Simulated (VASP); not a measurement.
```xyz
6
Lattice="4.0712 0.0000 0.0000 0.0000 4.0712 0.0000 0.0000 0.0000 5.8167" Properties=species:S:1:pos:R:3 pbc="T T T"
La     2.0356     0.0000     4.1628
La     0.0000     2.0356     1.6539
O      0.0000     0.0000     2.9083
O      2.0356     2.0356     2.9083
F      2.0356     2.0356     0.0000
F      0.0000     0.0000     0.0000
```

Method: r2SCAN meta-GGA, VASP's PBE PAW potentials (set 64) (plane waves; VASP). Settings: 520 eV cut-off, 6×6×5 Γ-centred mesh, tetrahedra with Blöchl corrections, potentials La O F.

The path is coarsely sampled, so an indirect gap can come out somewhat too large.

Problem. What does the run give for the energy per atom (σ→0), band gap (over mesh and band path) with the smallest direct gap where there is one?

Solution. 
- band gap (over mesh and band path) = 5.09 eV
- smallest direct gap (over mesh and band path) = 5.17 eV
- energy per atom (σ→0) = -17.131 eV/atom

The absolute energy has meaning only against runs of the same code, potentials and settings.

The structure comes from a computed database's LaOF entry (P4/nmm); how it stands against other phases isn't given here. It was relaxed first.
